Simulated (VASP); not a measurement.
**Ge: energy against volume**

Ge (diamond, Fd-3m, 23.747 Å³/atom and stress up to 0.22 GPa in the relaxed cell, cube axes along x, y and z) under an equal strain ε along all three axes. PBE in VASP (plane waves, PAW), 480 eV, 10×10×10 Γ-centred mesh, Methfessel-Paxton smearing 0.10 eV; ions are relaxed, or left where forces stay under 0.02 eV/Å, within the symmetry of each cell.

Here V stands for volume and E for E less E0.

| volume (Å³/atom) | E less E0 (meV/atom) | pressure (GPa) |
|---|---|---|
| 22.3501 | 20.73 | 4.42 |
| 22.6940 | 12.14 | 3.28 |
| 23.0413 | 5.85 | 2.18 |
| 23.3922 | 1.85 | 1.16 |
| 23.7466 | 0.00 | 0.22 |
| 24.1046 | 0.15 | -0.65 |
| 24.4662 | 2.18 | -1.46 |
| 24.8313 | 6.01 | -2.21 |
| 25.2001 | 11.59 | -2.90 |
| 25.9486 | ? | ? |

### Question
Fit E against V with the third-order Birch-Murnaghan form, a cubic in V^(-2/3), and predict the withheld value at V = 25.9486.

### Answer
With u = V^(-2/3) - 0.1211, the rows have u = 0.0049319, 0.0036554, 0.0023986, 0.0011604, -0.0000590, -0.0012605, -0.0024442, -0.0036101, -0.0047593. Least squares gives E = 0.036 + 781.2·u + 683127·u² + 1942834·u³. Residuals (row less fit): -0.008, 0.026, -0.017, -0.015, 0.008, 0.017, 0.001, -0.017, 0.008; standard error 0.020 (degrees of freedom: 5). Its minimum lies at u = -0.0005732, so V0 = (0.1205268)^(-3/2) = 23.90. There d²E/du² = 1360000 and d³E/du³ = 1.166e7, so B0 = (4/9) × 23.90^(-7/3) × 1360000 × 0.160218 = 58.8 GPa (the last factor turns the table's units into GPa), and B0' = 4 + (2/3) × 0.1205268 × (1.166e7)/1360000 = 4.7. B0' rests on the cubic coefficient alone and has a standard error of 0.1 from these residuals. At the withheld row, u = -0.0070074, so E = 0.036 + 781.2 × (-0.0070074) + 683127 × (-0.0070074)² + 1942834 × (-0.0070074)³ = 27.437 meV/atom. The calculation gives 27.37 meV/atom, 0.067 meV/atom below the prediction (0.2 % of the range of E in the table). The row lies outside the fitted rows, so this is an extrapolation. From the scatter of the fitted rows alone, a prediction at this place has a standard error of 0.080 meV/atom, so the miss is 0.8 times that.

This level leaves no gap over 0.05 eV at strain -1.50, -1.00, -0.50, 0.00, 0.50, 1.00, 1.50, 2.00, 3.00 %. Other structures, which can take over under pressure, weren't tried. The same form fitted to the pressure column gives B0' = 4.7; series where the two differ by over 0.4 aren't shown. Rows are the converged runs of the series near zero and its far end, less any whose ions stayed unrelaxed beside relaxed ones; series whose fitted rows scatter by over a few per cent of the range, as at a crossing or softening among them, aren't shown in this form.
